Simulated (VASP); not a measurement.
All values below come from PBE GGA, VASP's PBE PAW potentials (set 64) (plane waves; VASP).

A VASP calculation is set up with these files.

INCAR:
```
ALGO=Normal
EDIFF=1E-7
ENCUT=400
GGA=PE
ICHARG=11
ISMEAR=0
LASPH=.TRUE.
LCHARG=.FALSE.
LMAXMIX=4
LORBIT=11
LREAL=.FALSE.
LWAVE=.FALSE.
NELM=100
PREC=Accurate
SIGMA=0.05
SYSTEM=TiAl3
```

KPOINTS:
```
k-points along high-symmetry lines
10
Line-mode
Reciprocal
  0.000000   0.000000   0.000000 ! GAMMA
  0.000000   0.000000   0.500000 ! X

  0.000000   0.000000   0.500000 ! X
  0.250000   0.250000   0.250000 ! P

  0.250000   0.250000   0.250000 ! P
  0.000000   0.500000   0.000000 ! N

  0.000000   0.500000   0.000000 ! N
  0.000000   0.000000   0.000000 ! GAMMA

  0.000000   0.000000   0.000000 ! GAMMA
  0.500000   0.500000  -0.500000 ! M

  0.500000   0.500000  -0.500000 ! M
  0.300388   0.699612  -0.300388 ! S

 -0.300388   0.300388   0.300388 ! S_0
  0.000000   0.000000   0.000000 ! GAMMA

  0.000000   0.000000   0.500000 ! X
 -0.100776   0.100776   0.500000 ! R

  0.500000   0.500000  -0.100776 ! G
  0.500000   0.500000  -0.500000 ! M
```

**POSCAR**
```
TiAl3
1
   -1.9217900567     1.9217900567     4.3061417991
    1.9217900567    -1.9217900567     4.3061417991
    1.9217900567     1.9217900567    -4.3061417991
Ti Al
1 3
Direct
  0.0000000000   0.0000000000   0.0000000000
  0.5000000000   0.5000000000   0.0000000000
  0.7500000000   0.2500000000   0.5000000000
  0.2500000000   0.7500000000   0.5000000000
```

POTCAR, in this order: Ti_sv Al (PBE.64 set). Program: vasp_std. Read from the step before: CHGCAR.

The run wrote:

OSZICAR:
```
       N       E                     dE             d eps       ncg     rms          rms(c)
DAV:   1     0.101846357901E+03    0.10185E+03   -0.84311E+03  2566   0.116E+03
DAV:   2    -0.117823723215E+02   -0.11363E+03   -0.11208E+03  2598   0.302E+02
DAV:   3    -0.202578772844E+02   -0.84755E+01   -0.81855E+01  4226   0.727E+01
DAV:   4    -0.204189753428E+02   -0.16110E+00   -0.16090E+00  2954   0.105E+01
DAV:   5    -0.204247132990E+02   -0.57380E-02   -0.57376E-02  4016   0.190E+00
DAV:   6    -0.204247678458E+02   -0.54547E-04   -0.54546E-04  3128   0.157E-01
DAV:   7    -0.204247693801E+02   -0.15343E-05   -0.15334E-05  4110   0.239E-02
DAV:   8    -0.204247693913E+02   -0.11182E-07   -0.12862E-07  2528   0.197E-03
   1 F= -.20424769E+02 E0= -.20424036E+02  d E =-.146756E-02
```

File OUTCAR:
```
 val. band max:        8.3994734305   @ k =   0.0000   0.3889   0.0000

 cond. band min:       8.4380401063   @ k =   0.4556   0.5444  -0.4556



 k-point     1 :       0.0000    0.0000    0.0000
  band No.  band energies     occupation
      1     -48.2986      2.00000
      2     -24.6179      2.00000
      3     -24.6179      2.00000
      4     -24.5399      2.00000
      5      -1.8429      2.00000
      6       5.3413      2.00000
      7       5.5791      2.00000
      8       6.8165      2.00000
      9       6.9783      2.00000
     10       6.9783      2.00000
     11       9.0138      0.00000
     12       9.9078      0.00000
     13       9.9078      0.00000
     14      10.4292      0.00000

 k-point     2 :       0.0000    0.0000    0.0556
  band No.  band energies     occupation
      1     -48.2984      2.00000
      2     -24.6187      2.00000
      3     -24.6186      2.00000
      4     -24.5398      2.00000
      5      -1.7790      2.00000
      6       5.3953      2.00000
      7       5.5431      2.00000
      8       6.7433      2.00000
      9       6.7703      2.00000
     10       6.9726      2.00000
     11       8.7056      0.00000
     12       9.9798      0.00000
     13      10.0114      0.00000
     14      10.3009      0.00000

 k-point     3 :       0.0000    0.0000    0.1111
  band No.  band energies     occupation
      1     -48.2981      2.00000
      2     -24.6209      2.00000
      3     -24.6205      2.00000
      4     -24.5395      2.00000
      5      -1.5886      2.00000
      6       5.4395      2.00000
      7       5.5499      2.00000
      8       6.2864      2.00000
      9       6.5563      2.00000
     10       6.9585      2.00000
     11       8.0598      2.00000
     12      10.1231      0.00000
     13      10.1443      0.00000
     14      10.1548      0.00000

 k-point     4 :       0.0000    0.0000    0.1667
  band No.  band energies     occupation
      1     -48.2978      2.00000
...
```

The density is held fixed in this step, so its total energy and stress have no physical meaning.

The compound is TiAl3 in the sg139 structure. It was relaxed first. The electron count is odd and the run is not spin-polarised, which forces a metal.
